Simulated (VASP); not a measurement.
An input for Ansatz (written as the equivalent of a VASP run, and not itself run):

Ansatz 0.2 input:
```yaml
crystal:
  lattice:
    - [1.7282632, -2.9934398, 0.0000000]
    - [1.7282632, 2.9934398, 0.0000000]
    - [0.0000000, 0.0000000, 5.3737035]
  atoms:
    - { symbol: Lu, position: [0.3333330, 0.6666670, 0.2500000] }
    - { symbol: Lu, position: [0.6449689, 0.3116349, 0.7500000] }
kpoints:
  mp_grid: { grid: [12, 12, 6] }
hamiltonian:
  xc: pbesol
  pseudopotentials: { kind: paw }
scf:
  occupations: { method: methfessel_paxton, width: 0.1 }
  max_iter: 100
output: { forces: true, stress: true, eigenvalues: true }
```

Task: Translate this input to VASP (INCAR, KPOINTS, POSCAR, choice of POTCAR).

Result: Several could match; the one computed here: 
### KPOINTS
```
Automatic mesh
0
Gamma
12 12 6
0 0 0
```

### INCAR
```
# general
SYSTEM  = Lu
PREC    = Accurate
ENCUT   = 480
LREAL   = .FALSE.
LASPH   = .TRUE.

# electronic loop
EDIFF   = 1E-7
NELM    = 100
ALGO    = Normal
LMAXMIX = 6

# smearing
ISMEAR  = 1
SIGMA   = 0.1

# functional
GGA     = PS

# ions
ISIF    = 2

# output
LWAVE   = .FALSE.
LCHARG  = .FALSE.
```

**POSCAR**
```
Lu
3.4565260
  0.5000000576  -0.8660255277   0.0000000000
  0.5000000576   0.8660255277   0.0000000000
  0.0000000000   0.0000000000   1.5546544432
Lu
2
direct
  0.3333330000   0.6666670000   0.2500000000
  0.6449689160   0.3116349160   0.7500000000
```

POTCAR, in this order: Lu_3 (PBE.64 set). Program: vasp_std.

What does not carry over: each code has its own PAW files, so the cut-off isn't converted (ENCUT is set for VASP's; basis.ecutwfc is left out, and Ansatz then takes the one that its files recommend); Ansatz stops its SCF on the density residual and VASP on the energy change (EDIFF).

The compound is Lu in the hcp structure. This cell was strained or had an atom moved on purpose.
